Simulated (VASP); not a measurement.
An input for Quantum ESPRESSO's pw.x (written as the equivalent of a VASP run, and not itself run):

```
&CONTROL
  calculation = 'scf'
  pseudo_dir = './pseudo'
  outdir = './out'
  tprnfor = .true.
  tstress = .true.
/
&SYSTEM
  ibrav = 0
  nat = 1
  ntyp = 1
  ecutwfc = 88
  occupations = 'smearing'
  smearing = 'methfessel-paxton'
  degauss = 0.0147
  input_dft = 'pbe'
/
&ELECTRONS
  conv_thr = 7.3e-08
  electron_maxstep = 100
/
ATOMIC_SPECIES
  Na 22.990 Na.upf
CELL_PARAMETERS angstrom
    -2.1164390    2.1164390    2.1164390
     2.1164390   -2.1164390    2.1164390
     2.1164390    2.1164390   -2.1164390
ATOMIC_POSITIONS crystal
  Na   0.0000000  0.0000000  0.0000000
K_POINTS automatic
  9 9 9 0 0 0
```

### Question
Write the VASP files for the same calculation (PBE).

### Answer
One answer among several that fit: 
INCAR:
```
SYSTEM = Na
PREC = Accurate
ENCUT = 300
EDIFF = 1E-6
NELM = 100
ALGO = Normal
LREAL = .FALSE.
LASPH = .TRUE.
ISMEAR = 1
SIGMA = 0.2
GGA = PE
LWAVE = .FALSE.
LCHARG = .FALSE.
ISIF = 2
```

File KPOINTS:
```
Automatic mesh
0
Gamma
9 9 9
0 0 0
```

**POSCAR**
```
Na
1
   -2.1164390000     2.1164390000     2.1164390000
    2.1164390000    -2.1164390000     2.1164390000
    2.1164390000     2.1164390000    -2.1164390000
Na
1
Direct
  0.0000000000   0.0000000000   0.0000000000
```

POTCAR, in this order: Na_pv (PBE.64 set). Program: vasp_std.

What does not carry over: the potentials are each code's own (VASP's PAW set, PseudoDojo norm-conserving files in pw.x), so ENCUT and ecutwfc are chosen apart and not converted; conv_thr bounds pw.x's estimated SCF error, while EDIFF bounds the energy change between steps.

The structure comes from a computed database's Na entry; how it stands against other phases isn't given here. The cell was not relaxed at this level.
